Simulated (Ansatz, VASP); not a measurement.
# BaTiO3 (Barioperovskite) in two plane-wave programs

Wanted: the spread between two codes on one cell, functional and k mesh. The cell is taken from a series of runs on this material, whose earlier steps may have relaxed, scaled, displaced or heated it; both programs get it as it stands.

Method: plane waves, with VASP 6.6.1 beside it; LDA, in Ansatz 0.2.0.

### Step 1. Set-up

It takes space group Amm2 (No. 38, orthorhombic). Conventional cell: a = 3.897 Å, b = 5.700 Å, c = 5.606 Å, α = 90.00°, β = 90.00°, γ = 90.00°. Nearest to O lie 2 Ti at 1.96 Å and 4 Ba at 2.71 to 2.89 Å. Nearest to O lie 2 Ti at 1.86 to 2.14 Å and 4 Ba at 2.76 to 2.82 Å. Nearest to Ti lie 6 O at 1.86 to 2.14 Å. Ba has 12 O at 2.71 to 2.89 Å nearest. Farther neighbours and most contacts between anions are not listed.

Coordinates:

```cif
data_structure
_symmetry_space_group_name_H-M 'P 1'
_symmetry_Int_Tables_number 1
_cell_length_a 3.8971
_cell_length_b 3.9972
_cell_length_c 3.9972
_cell_angle_alpha 90.956
_cell_angle_beta 90.000
_cell_angle_gamma 90.000
_cell_volume 62.26
loop_
_atom_site_label
_atom_site_type_symbol
_atom_site_fract_x
_atom_site_fract_y
_atom_site_fract_z
_atom_site_occupancy
O1 O 0.00000 0.49058 0.49058 1
O2 O 0.50000 0.49538 0.98464 1
O3 O 0.50000 0.98464 0.49538 1
Ti4 Ti 0.50000 0.51934 0.51934 1
Ba5 Ba 0.00000 0.00694 0.00694 1
```

### Step 2. VASP: zone-centre phonons, LDA

Second derivatives magnify differences that forces hide, and they need a tight electronic threshold.

Lines of VASP's logs that name or quote its potential files are left out, and so is its time.

Contents of INCAR:

```
SYSTEM = BaTiO3
PREC = Accurate
ENCUT = 600
EDIFF = 1E-08
NELM = 120
ISMEAR = 0
SIGMA = 0.01
LREAL = .FALSE.
ALGO = Normal
GGA = CA
NBANDS = 26
LASPH = .TRUE.
LORBIT = 11
LWAVE = .FALSE.
LCHARG = .FALSE.
ISIF = 2
IBRION = 8
LEPSILON = .TRUE.
GGA_COMPAT = .FALSE.
EFERMI = MIDGAP
KPAR = 2
```

Contents of POSCAR:

```
BaTiO3
1.0
    3.8970511192      0.0000000000      0.0000000000
    0.0000000000      2.8499348218      2.8027973632
    0.0000000000     -2.8499348218      2.8027973632
O Ti Ba
3 1 1
Direct
    0.0000000000      0.4905770331      0.4905770331
    0.5000000000      0.4953768716      0.9846416146
    0.5000000000      0.9846416146      0.4953768716
    0.5000000000      0.5193442329      0.5193442329
    0.0000000000      0.0069402478      0.0069402478
```

Contents of KPOINTS:

```
Automatic mesh
0
Gamma
8 8 8
0 0 0
```

The projector-augmented-wave data sets are O, Ti_sv and Ba_sv (LDA family, release 64).

Started as:

```sh
mpirun -np 2 vasp_std
```

Numbers of over 12 decimals in the logs are rounded to 6 here.

The log of the run:

```text
[banner, memory and clock lines left out]
running    2 mpi-ranks, on    1 nodes
 distrk:  each k-point on    1 cores,    2 groups
 distr:  one band on    1 cores,    1 groups

 POSCAR found type information on POSCAR O TiBa
 POSCAR found :  3 types and       5 ions
 LDA part: xc-table for (Slater(with rela. corr.)+CA(PZ))
 , standard interpolation
 POSCAR, INCAR and KPOINTS ok, starting setup
 FFT: planning ... GRIDC
 FFT: planning ... GRID_SOFT
 FFT: planning ... GRID
 WAVECAR not read
 entering main loop
       N       E                     dE             d eps       ncg     rms          rms(c)
DAV:   1     0.474862560520E+03    0.47486E+03   -0.23086E+04  5460   0.186E+03
DAV:   2    -0.264554774296E+01   -0.47751E+03   -0.46137E+03  6368   0.486E+02
DAV:   3    -0.520640078128E+02   -0.49418E+02   -0.48856E+02  7504   0.150E+02
DAV:   4    -0.543898353451E+02   -0.23258E+01   -0.23223E+01  8184   0.290E+01
DAV:   5    -0.544570623270E+02   -0.67227E-01   -0.67211E-01  7558   0.391E+00    0.239E+01
DAV:   6    -0.444621123963E+02    0.99949E+01   -0.63200E+01  8050   0.738E+01    0.104E+01
DAV:   7    -0.443437454827E+02    0.11837E+00   -0.11217E+01  7394   0.253E+01    0.714E+00
DAV:   8    -0.441556465553E+02    0.18810E+00   -0.10079E+00  7140   0.962E+00    0.275E+00
DAV:   9    -0.441704764369E+02   -0.14830E-01   -0.22072E-01  7506   0.309E+00    0.111E+00
DAV:  10    -0.441571947396E+02    0.13282E-01   -0.93157E-02  7120   0.311E+00    0.350E-01
DAV:  11    -0.441562193820E+02    0.97536E-03   -0.59255E-03  7970   0.598E-01    0.719E-02
DAV:  12    -0.441560458876E+02    0.17349E-03   -0.74091E-04  6556   0.240E-01    0.468E-02
DAV:  13    -0.441560282049E+02    0.17683E-04   -0.15935E-04  7710   0.122E-01    0.169E-02
DAV:  14    -0.441560208548E+02    0.73501E-05   -0.47169E-05  8362   0.586E-02    0.668E-03
DAV:  15    -0.441560209169E+02   -0.62065E-07   -0.51896E-06  6954   0.191E-02    0.266E-03
DAV:  16    -0.441560208061E+02    0.11077E-06   -0.80081E-07  7268   0.956E-03    0.131E-03
DAV:  17    -0.441560207834E+02    0.22717E-07   -0.10887E-07  6624   0.335E-03    0.254E-04
DAV:  18    -0.441560207845E+02   -0.10614E-08   -0.11370E-08  3766   0.795E-04
   1 F= -.44156021E+02 E0= -.44156021E+02  d E =0.000000E+00
 Linear response reoptimize wavefunctions to high precision
DAV:   1    -0.441560207835E+02    0.10032E-08   -0.72242E-09  5674   0.884E-04
DAV:   2    -0.441560207836E+02   -0.77307E-10   -0.85189E-10  3324   0.205E-04
 Linear response G [H, r] |phi>, progress :
  Direction:   1
       N       E                     dE             d eps       ncg     rms
RMM:   1    -0.139324396738E+03   -0.13932E+03   -0.12443E+03  8194   0.659E+02
RMM:   2    -0.148254174339E+03   -0.89298E+01   -0.10924E+02 10165   0.587E+01
RMM:   3    -0.152463170178E+03   -0.42090E+01   -0.34213E+01 12826   0.188E+01
RMM:   4    -0.153274251493E+03   -0.81108E+00   -0.86926E+00 13637   0.847E+00
RMM:   5    -0.153496011520E+03   -0.22176E+00   -0.29357E+00 13904   0.451E+00
RMM:   6    -0.153610854079E+03   -0.11484E+00   -0.13298E+00 13846   0.258E+00
RMM:   7    -0.153659600351E+03   -0.48746E-01   -0.60065E-01 13956   0.160E+00
RMM:   8    -0.153682316953E+03   -0.22717E-01   -0.24576E-01 13949   0.101E+00
RMM:   9    -0.153693922526E+03   -0.11606E-01   -0.17423E-01 13829   0.680E-01
RMM:  10    -0.153701429982E+03   -0.75075E-02   -0.10699E-01 13633   0.476E-01
RMM:  11    -0.153708346564E+03   -0.69166E-02   -0.53094E-02 13429   0.330E-01
RMM:  12    -0.153712299506E+03   -0.39529E-02   -0.31203E-02 13300   0.238E-01
RMM:  13    -0.153713390310E+03   -0.10908E-02   -0.14473E-02 13094   0.172E-01
RMM:  14    -0.153715610858E+03   -0.22205E-02   -0.19249E-02 13006   0.128E-01
[...]
RMM:  21    -0.153716428607E+03    0.46182E-05   -0.23709E-04 12479   0.335E-02
RMM:  22    -0.153716409039E+03    0.19569E-04   -0.34716E-04 12418   0.309E-02
RMM:  23    -0.153716421559E+03   -0.12520E-04   -0.86597E-04 12378   0.289E-02
RMM:  24    -0.153716422551E+03   -0.99218E-06   -0.26481E-04 12316   0.274E-02
RMM:  25    -0.153716428433E+03   -0.58820E-05   -0.77014E-04 12332   0.263E-02
RMM:  26    -0.153716434824E+03   -0.63913E-05   -0.72058E-04 12342   0.254E-02
RMM:  27    -0.153716440419E+03   -0.55953E-05   -0.93345E-04 12333   0.247E-02
RMM:  28    -0.153716438708E+03    0.17115E-05   -0.75959E-04 12307   0.242E-02
 Linear response G [H, r] |phi>, progress :
  Direction:   2
       N       E                     dE             d eps       ncg     rms
[...]
force on displaced ion       4 direction 2 :   0.000  -7.449   0.013
 Born effective charge ion    4 direction 2 :   0.000   6.546   0.001
 Linear response progress:
  Degree of freedom:   9/ 12
       N       E                     dE             d eps       ncg     rms          rms(c)
RMM:   1    -0.792645348951E+00   -0.79265E+00    0.72620E+00  5647   0.901E+01
RMM:   2    -0.758178395155E+00    0.34467E-01   -0.15961E-01  9199   0.299E+00    0.336E-01
RMM:   3    -0.756265389679E+00    0.19130E-02   -0.25548E-02 10854   0.793E-01    0.233E-01
RMM:   4    -0.757154536678E+00   -0.88915E-03   -0.13458E-02 11751   0.425E-01    0.115E-01
RMM:   5    -0.757106010454E+00    0.48526E-04   -0.19755E-03 12265   0.197E-01    0.456E-02
[...]
N       E                     dE             d eps       ncg     rms          rms(c)
RMM:   1    -0.190236148951E+00   -0.19024E+00    0.12606E-01 16852   0.184E+00
RMM:   2    -0.194410877897E+00   -0.41747E-02   -0.36147E-02 16519   0.497E-01    0.714E-02
RMM:   3    -0.194949381293E+00   -0.53850E-03   -0.74825E-03 17542   0.215E-01    0.570E-02
RMM:   4    -0.195098087862E+00   -0.14871E-03   -0.11876E-03 17416   0.101E-01    0.220E-02
RMM:   5    -0.195274154089E+00   -0.17607E-03   -0.29027E-04 18943   0.437E-02    0.973E-03
RMM:   6    -0.195314991096E+00   -0.40837E-04   -0.60805E-05 19578   0.207E-02    0.608E-03
RMM:   7    -0.195369196016E+00   -0.54205E-04   -0.26516E-05 18392   0.128E-02    0.151E-03
RMM:   8    -0.195361062570E+00    0.81334E-05   -0.23489E-05 18918   0.754E-03    0.455E-04
RMM:   9    -0.195357383861E+00    0.36787E-05   -0.21005E-05 19383   0.503E-03    0.579E-04
RMM:  10    -0.195359051635E+00   -0.16678E-05   -0.85329E-06 19280   0.326E-03    0.235E-04
RMM:  11    -0.195360011677E+00   -0.96004E-06   -0.47330E-07 18134   0.247E-03    0.334E-04
RMM:  12    -0.195359197711E+00    0.81397E-06   -0.30244E-06 18871   0.186E-03    0.107E-04
RMM:  13    -0.195359405370E+00   -0.20766E-06    0.14111E-07 18983   0.149E-03    0.407E-05
RMM:  14    -0.195359696566E+00   -0.29120E-06   -0.16211E-06 19433   0.118E-03    0.693E-05
RMM:  15    -0.195359808994E+00   -0.11243E-06   -0.12929E-06 19615   0.989E-04    0.661E-05
RMM:  16    -0.195359770933E+00    0.38062E-07   -0.25694E-07 19432   0.854E-04    0.983E-05
RMM:  17    -0.195359833730E+00   -0.62797E-07   -0.93979E-07 18944   0.766E-04    0.972E-05
RMM:  18    -0.195359841810E+00   -0.80798E-08   -0.52639E-08 19699   0.688E-04    0.105E-04
 first order change of Fermi-energy  -0.37193E-03
 force on displaced ion       5 direction 1 :  -7.099  -0.000   0.002
 Born effective charge ion    5 direction 1 :   2.739   0.000  -0.000
 Linear response progress:
  Degree of freedom:  11/ 12
       N       E                     dE             d eps       ncg     rms          rms(c)
RMM:   1    -0.193780270844E+00   -0.19378E+00    0.11687E-01 19469   0.185E+00
RMM:   2    -0.197298946955E+00   -0.35187E-02   -0.37752E-02 19268   0.517E-01    0.707E-02
RMM:   3    -0.197867144420E+00   -0.56820E-03   -0.76671E-03 20338   0.222E-01    0.574E-02
RMM:   4    -0.198032655588E+00   -0.16551E-03   -0.12469E-03 20329   0.104E-01    0.241E-02
RMM:   5    -0.198211275268E+00   -0.17862E-03   -0.31969E-04 21174   0.493E-02    0.108E-02
RMM:   6    -0.198253828208E+00   -0.42553E-04   -0.75087E-05 21345   0.256E-02    0.621E-03
RMM:   7    -0.198316104131E+00   -0.62276E-04   -0.36797E-05 22060   0.153E-02    0.203E-03
RMM:   8    -0.198291007396E+00    0.25097E-04   -0.27888E-05 21317   0.101E-02    0.167E-03
RMM:   9    -0.198296066557E+00   -0.50592E-05   -0.28998E-05 22400   0.658E-03    0.919E-04
RMM:  10    -0.198298774732E+00   -0.27082E-05   -0.11313E-05 22608   0.418E-03    0.482E-04
RMM:  11    -0.198300306217E+00   -0.15315E-05   -0.76147E-06 21378   0.303E-03    0.199E-04
RMM:  12    -0.198301074094E+00   -0.76788E-06   -0.84296E-06 22612   0.219E-03    0.193E-04
RMM:  13    -0.198302394245E+00   -0.13202E-05   -0.36580E-06 21461   0.175E-03    0.560E-05
RMM:  14    -0.198302467516E+00   -0.73270E-07   -0.25950E-06 22380   0.137E-03    0.402E-05
[...]
RMM:  27    -0.198303050821E+00   -0.60356E-07    0.34172E-08 21265   0.532E-04    0.583E-05
RMM:  28    -0.198303250840E+00   -0.20002E-06    0.66255E-08 23070   0.537E-04    0.142E-05
RMM:  29    -0.198303317206E+00   -0.66366E-07    0.59592E-08 22407   0.520E-04    0.192E-05
RMM:  30    -0.198303355770E+00   -0.38564E-07   -0.11756E-08 21678   0.512E-04    0.262E-05
RMM:  31    -0.198303387794E+00   -0.32025E-07    0.89875E-08 21615   0.506E-04    0.334E-05
RMM:  32    -0.198303374312E+00    0.13482E-07    0.29186E-08 21515   0.501E-04    0.309E-05
RMM:  33    -0.198303380251E+00   -0.59386E-08    0.11748E-07 20992   0.496E-04    0.325E-05
RMM:  34    -0.198303360787E+00    0.19464E-07    0.52590E-08 21456   0.492E-04    0.279E-05
 first order change of Fermi-energy   0.93331E-04
 force on displaced ion       5 direction 2 :   0.000  -6.250   0.000
 Born effective charge ion    5 direction 2 :   0.000   2.796   0.000
 Linear response progress:
  Degree of freedom:  12/ 12
       N       E                     dE             d eps       ncg     rms          rms(c)
RMM:   1    -0.194134283251E+00   -0.19413E+00    0.12423E-01 11923   0.190E+00
RMM:   2    -0.197392452681E+00   -0.32582E-02   -0.38297E-02 11649   0.531E-01    0.766E-02
RMM:   3    -0.197915294549E+00   -0.52284E-03   -0.77764E-03 12307   0.233E-01    0.608E-02
RMM:   4    -0.197999507014E+00   -0.84212E-04   -0.13112E-03 11987   0.110E-01    0.397E-02
RMM:   5    -0.198194796209E+00   -0.19529E-03   -0.32522E-04 11901   0.676E-02    0.124E-02
RMM:   6    -0.198242469419E+00   -0.47673E-04   -0.84705E-05 12743   0.311E-02    0.729E-03
RMM:   7    -0.198285066622E+00   -0.42597E-04   -0.37828E-05 13493   0.180E-02    0.262E-03
RMM:   8    -0.198304710944E+00   -0.19644E-04   -0.17844E-05 13758   0.104E-02    0.825E-04
RMM:   9    -0.198298199944E+00    0.65110E-05   -0.14503E-05 13658   0.695E-03    0.923E-04
RMM:  10    -0.198302786750E+00   -0.45868E-05   -0.53872E-06 13726   0.460E-03    0.261E-04
RMM:  11    -0.198302651939E+00    0.13481E-06   -0.48127E-06 13645   0.322E-03    0.116E-04
RMM:  12    -0.198302505654E+00    0.14629E-06   -0.31773E-06 13661   0.236E-03    0.274E-04
RMM:  13    -0.198303022171E+00   -0.51652E-06   -0.21452E-06 13884   0.184E-03    0.221E-04
RMM:  14    -0.198302865290E+00    0.15688E-06   -0.20629E-06 13833   0.148E-03    0.319E-04
RMM:  15    -0.198303650875E+00   -0.78559E-06   -0.12959E-06 13038   0.128E-03    0.169E-04
RMM:  16    -0.198304076706E+00   -0.42583E-06   -0.16461E-06 13701   0.109E-03    0.981E-05
RMM:  17    -0.198304112022E+00   -0.35316E-07   -0.95650E-07 14100   0.959E-04    0.106E-04
RMM:  18    -0.198304151574E+00   -0.39552E-07   -0.13006E-06 14077   0.873E-04    0.112E-04
RMM:  19    -0.198304131924E+00    0.19650E-07   -0.58577E-07 13563   0.815E-04    0.128E-04
RMM:  20    -0.198304246827E+00   -0.11490E-06   -0.10275E-06 13224   0.776E-04    0.110E-04
 first order change of Fermi-energy  -0.94031E-02
 force on displaced ion       5 direction 3 :   0.000   0.000  -7.678
 Born effective charge ion    5 direction 3 :   0.000   0.000   2.792
 Born effective charges drift removed
 Linear response finished
```

(Continued in part 2 of 3.)

[Lines on the potential files, build, host, timing and source positions are cut from VASP's logs without a mark.]

[Logs are printed without paths, hosts, clocks, repeated set-up lines and the standing remarks that a program may print on its own settings, such as how far it seeks lower states.]

[Hosts, paths, dates, database ids (printed as entryN), source tags and the programs' standing remarks are cut or masked in the printed files.]
